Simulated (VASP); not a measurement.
Data:

```
MgS
1.0
    0.00000     2.61133     2.61133
    2.61133     0.00000     2.61133
    2.61133     2.61133     0.00000
Mg S
1 1
Direct
  0.00000   0.00000   0.00000
  0.50000   0.50000   0.50000
```

These are PW91 GGA, VASP's PBE PAW potentials (set 64) (plane waves; VASP 6.6.1) values and carry that method's errors. Settings: 520 eV cut-off, 10×10×10 Γ-centred mesh, tetrahedra with Blöchl corrections, potentials Mg S.

**Question.** What does the run give for the energy per atom (σ→0), band gap (on the k-mesh) with the smallest direct gap where there is one?

**Answer.** 
The band gap (on the k-mesh) is 2.77 eV and the smallest direct gap (on the k-mesh) comes out as 3.65 eV. The energy per atom (σ→0) is -4283 meV/atom.

The compound is MgS in the rock salt structure. It was relaxed first.
